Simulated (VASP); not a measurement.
Input:

```
As
1.0
    3.58870    -1.91718     0.00000
    3.58870     1.91718     0.00000
    2.65228     0.00000     3.17861
As
2
Direct
  0.22700   0.22700   0.22700
  0.77767   0.77767   0.77300
```

Level of theory: AM05 GGA, VASP's PBE PAW potentials (set 64) (plane waves; VASP 6.6.1). Settings: 400 eV cut-off, 10×10×10 Γ-centred mesh, first-order Methfessel-Paxton smearing of 0.10 eV, potentials As.

Give the force on each atom (eV/Å).

| atom | Fx | Fy | Fz |
|---|---|---|---|
| As1 | 0.512 | 0.000 | -0.092 |
| As2 | -0.512 | 0.000 | 0.092 |

Give the stress tensor in GPa (positive for a compressed cell).

```
 1.39   0.00  -1.60
 0.00  -2.53   0.00
-1.60   0.00  -1.62
```
The pressure is its mean diagonal, -0.92 GPa.

The compound is As in the a7 structure. The cell was not relaxed at this level. The run is one of a series of settings (GGA = AM against the base run), some of them coarse on purpose.
